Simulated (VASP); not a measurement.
The system is Mg6GaCo.

```
Ga Co Mg
1.0
     4.81138    0.00000    0.00000
     0.00000    3.03118    5.20815
     0.00000   -3.03118    5.20815
Ga Co Mg
1 1 6
Cartesian
  2.4057 0.0000 7.0250
  0.0000 0.0000 8.6716
  2.4057 0.0000 1.7369
  2.4057 1.6017 4.2643
  2.4057 -1.6017 4.2643
  0.0000 0.0000 3.4800
  0.0000 1.4884 6.1116
  0.0000 -1.4884 6.1116
```

The cell comes from a database or a generator and needn't be the stable form of this composition.

* Program: VASP 6.6.1
* Task: single point
* Functional: PBE
* Potentials or basis: VASP PAW PBE potentials, release 64 (Ga_d, Co, Mg)
* Cutoff: 520 eV
* k mesh: 6 × 5 × 5
* Occupations: fermi-dirac, width 0.05 eV
* Spin: collinear spin, ferromagnetic start
* Starting moments: [0.0, 2.0, 0.0, 0.0, 0.0, 0.0, 0.0, 0.0] μB

On this cell: pressure 0.2 GPa; largest force 0.045 eV/Å; net moment 0.77 μB per cell; site moments Ga -0.01; Co +0.93; Mg +0.00, -0.01, -0.00 μB; band gap on the k mesh none (metal or under the smearing width).

The same run follows on a disturbed copy (atoms moved at random, drawn with an rms of 0.05 Å):

```
Ga Co Mg
1.0
     4.81138    0.00000    0.00000
     0.00000    3.03118    5.20815
     0.00000   -3.03118    5.20815
Ga Co Mg
1 1 6
Direct
  0.49669 0.67699 0.68284
  0.00380 0.82645 0.83481
  0.50592 0.17197 0.15705
  0.50073 0.66737 0.15683
  0.50095 0.14624 0.66969
  0.99234 0.32729 0.33503
  0.00065 0.83254 0.34113
  0.99915 0.32797 0.83630
```

What does the disturbed cell give?

The energy (extrapolated to zero smearing) moves by +3.9 meV/atom; pressure 0.2 GPa; largest force 0.293 eV/Å; net moment 0.78 μB per cell; site moments Ga -0.01; Co +0.93; Mg +0.00, -0.01, -0.00 μB; band gap on the k mesh none (metal or under the smearing width).

Forces in eV/Å, atoms in the order of the input:
```
Ga   0.013  0.013 -0.102
Co  -0.016  0.008 -0.035
Mg  -0.213 -0.147  0.021
Mg  -0.063  0.187 -0.010
Mg  -0.082 -0.153 -0.025
Mg   0.260  0.066  0.119
Mg   0.028 -0.205  0.001
Mg   0.073  0.231  0.031
```

Stress tensor (GPa, compression positive):
```
 0.64  0.02  0.10
 0.02 -0.41 -0.07
 0.10 -0.07  0.52
```
